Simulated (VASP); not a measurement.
An input for Quantum ESPRESSO's pw.x (written as the equivalent of a VASP run, and not itself run):

```
&CONTROL
  calculation = 'scf'
  pseudo_dir = './pseudo'
  outdir = './out'
  tprnfor = .true.
  tstress = .true.
/
&SYSTEM
  ibrav = 0
  nat = 2
  ntyp = 2
  ecutwfc = 82.3
  occupations = 'smearing'
  smearing = 'fermi-dirac'
  degauss = 0.000735
  input_dft = 'pbe'
/
&ELECTRONS
  conv_thr = 7.3e-08
  electron_maxstep = 100
/
ATOMIC_SPECIES
  Te 127.600 Te.upf
  Pb 207.200 Pb.upf
CELL_PARAMETERS angstrom
     0.0000000    3.1654000    3.1654000
     3.1654000    0.0000000    3.1654000
     3.1654000    3.1654000    0.0000000
ATOMIC_POSITIONS crystal
  Te   0.5041110  0.4850110  0.4985180
  Pb  -0.0041110  0.0149890  0.0014820
K_POINTS automatic
  6 6 6 0 0 0
```

### Question
Write the VASP files for the same calculation (PBE).

### Answer
This is not unique; one that fits is 
INCAR:
```
! general
SYSTEM  = PbTe
PREC    = Accurate
ENCUT   = 300
LREAL   = .False.
LASPH   = .True.

! electronic loop
EDIFF   = 1E-6
NELM    = 100
ALGO    = Normal
LMAXMIX = 4

! smearing
ISMEAR  = -1
SIGMA   = 0.01

! functional
GGA     = PE

! ions
ISIF    = 2

! output
LWAVE   = .False.
LCHARG  = .False.
```

**KPOINTS**
```
kpoints
0
G
  6 6 6
```

POSCAR:
```
PbTe
1
    0.0000000000     3.1654000000     3.1654000000
    3.1654000000     0.0000000000     3.1654000000
    3.1654000000     3.1654000000     0.0000000000
Te Pb
1 1
Direct
  0.5041110000   0.4850110000   0.4985180000
 -0.0041110000   0.0149890000   0.0014820000
```

POTCAR, in this order: Te Pb_d (PBE.64 set). Program: vasp_std.

The two are equivalent in intent, not identical: the potentials are each code's own (VASP's PAW set, PseudoDojo norm-conserving files in pw.x), so ENCUT and ecutwfc are chosen apart and not converted; conv_thr bounds pw.x's estimated SCF error, while EDIFF bounds the energy change between steps.

The structure is a typed PbTe crystal. The cell was not relaxed at this level, atoms are displaced from their ideal sites.
